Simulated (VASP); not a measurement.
The input files of a VASP run:

INCAR:
```
ALGO = Normal
EDIFF = 1E-6
EDIFFG = -0.01
ENCUT = 400
GGA = PE
IBRION = 2
ISIF = 3
ISMEAR = 0
LASPH = .True.
LCHARG = .False.
LMAXMIX = 4
LREAL = .False.
LWAVE = .False.
NELM = 100
NSW = 60
PREC = Accurate
SIGMA = 0.05
SYSTEM = KBr
```

File KPOINTS:
```
Automatic mesh
0
G
  6 6 6
0 0 0
```

### POSCAR
```
KBr
1
    0.0000000000     3.3506392248     3.3506392248
    3.3506392248     0.0000000000     3.3506392248
    3.3506392248     3.3506392248    -0.0000000000
K Br
1 1
Direct
  0.0000000000   0.0000000000   0.0000000000
  0.5000000000   0.5000000000   0.5000000000
```

POTCAR, in this order: K_sv Br (PBE.64 set). Program: vasp_std.

Task: Write an equivalent input for Quantum ESPRESSO's pw.x.

Result: One equivalent input (not run):
```
&CONTROL
  calculation = 'vc-relax'
  pseudo_dir = './pseudo'
  outdir = './out'
  tprnfor = .true.
  tstress = .true.
  nstep = 60
  forc_conv_thr = 0.00039
/
&SYSTEM
  ibrav = 0
  nat = 2
  ntyp = 2
  ecutwfc = 74
  occupations = 'smearing'
  smearing = 'gaussian'
  degauss = 0.003675
  input_dft = 'pbe'
/
&ELECTRONS
  conv_thr = 7.3e-08
  electron_maxstep = 100
/
&IONS
/
&CELL
/
ATOMIC_SPECIES
  K 39.098 K.upf
  Br 79.904 Br.upf
CELL_PARAMETERS angstrom
     0.0000000    3.3506392    3.3506392
     3.3506392    0.0000000    3.3506392
     3.3506392    3.3506392   -0.0000000
ATOMIC_POSITIONS crystal
  K    0.0000000  0.0000000  0.0000000
  Br   0.5000000  0.5000000  0.5000000
K_POINTS automatic
  6 6 6 0 0 0
```
What does not carry over: the potentials are each code's own (VASP's PAW set, PseudoDojo norm-conserving files in pw.x), so ENCUT and ecutwfc are chosen apart and not converted; conv_thr bounds pw.x's estimated SCF error, while EDIFF bounds the energy change between steps; forc_conv_thr acts on force components and is met together with etot_conv_thr.

The compound is KBr in the rock salt structure. It was relaxed first. The start is the result of an earlier pass.
